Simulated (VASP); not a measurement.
VASP input:

File POSCAR:
```
ZrS2
1
    1.6333841773    -2.8291045654     0.0000000000
    1.6333841773     2.8291045654     0.0000000000
    0.0000000000    -0.0000000000     5.0961798656
Zr S
1 2
Direct
  0.0000000000   0.0000000000   0.0000000000
  0.3333330000   0.6666670000   0.3042463296
  0.6666670000   0.3333330000   0.6957536704
```

KPOINTS:
```
Regular mesh
0
gamma
11 11 6
```

**INCAR**
```
! general
SYSTEM  = ZrS2
PREC    = Accurate
ENCUT   = 500
LREAL   = F
LASPH   = T

! electronic loop
EDIFF   = 1E-6
NELM    = 100
ALGO    = Normal
LMAXMIX = 4

! smearing
ISMEAR  = 1
SIGMA   = 0.1

! functional
GGA     = PS

! ions
IBRION  = 2
NSW     = 40
ISIF    = 3
EDIFFG  = -0.02
PSTRESS = 300

! output
LWAVE   = F
LCHARG  = F
```

POTCAR, in this order: Zr_sv S (PBE.64 set). Program: vasp_std.

Translate this PBEsol calculation to Quantum ESPRESSO's pw.x.

One equivalent input (not run):
```
&CONTROL
  calculation = 'vc-relax'
  pseudo_dir = './pseudo'
  outdir = './out'
  tprnfor = .true.
  tstress = .true.
  nstep = 40
  forc_conv_thr = 0.00078
/
&SYSTEM
  ibrav = 0
  nat = 3
  ntyp = 2
  ecutwfc = 66
  occupations = 'smearing'
  smearing = 'methfessel-paxton'
  degauss = 0.00735
  input_dft = 'pbesol'
/
&ELECTRONS
  conv_thr = 7.3e-08
  electron_maxstep = 100
/
&IONS
/
&CELL
  press = 300
/
ATOMIC_SPECIES
  Zr 91.224 Zr.upf
  S 32.060 S.upf
CELL_PARAMETERS angstrom
     1.6333842   -2.8291046    0.0000000
     1.6333842    2.8291046    0.0000000
     0.0000000   -0.0000000    5.0961799
ATOMIC_POSITIONS crystal
  Zr   0.0000000  0.0000000  0.0000000
  S    0.3333330  0.6666670  0.3042463
  S    0.6666670  0.3333330  0.6957537
K_POINTS automatic
  11 11 6 0 0 0
```
The two are equivalent in intent, not identical: the potentials are each code's own (VASP's PAW set, PseudoDojo norm-conserving files in pw.x), so ENCUT and ecutwfc are chosen apart and not converted; conv_thr bounds pw.x's estimated SCF error, while EDIFF bounds the energy change between steps; forc_conv_thr acts on force components and is met together with etot_conv_thr.

The compound is ZrS2 in the 1T layered structure. This run relaxes it under an external pressure of 30 GPa. Symmetry was kept, so distortions that lower it aren't found.
